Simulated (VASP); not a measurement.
Input:

```yaml
crystal:
  lattice:
    - [1.45270, -2.51615, 0.00000]
    - [1.45270, 2.51615, 0.00000]
    - [0.00000, 0.00000, 2.83386]
  atoms:
    - { symbol: W, position: [0.00000, 0.00000, 0.00000] }
    - { symbol: C, position: [0.33333, 0.66667, 0.50000] }
```

Level of theory: PBE GGA with D3 dispersion (Becke-Johnson damping), VASP's PBE PAW potentials (set 64) (plane waves; VASP). Run with 520 eV cut-off, 16×16×14 Γ-centred mesh, tetrahedra with Blöchl corrections, potentials W_sv C.

**Question.** The job: WC (wc), 2 atoms, PBE-D3(BJ), static run, 520 eV, 16×16×14 Γ-centred mesh. Roughly how much core time does it take on a busy server core?

**Answer.** About 30 core-seconds (one run on a shared machine, a rough figure). It had 240 irreducible k-points, 13 bands, up to 580 plane waves and 13 electronic steps.

The compound is WC in the wc structure. It was relaxed first.
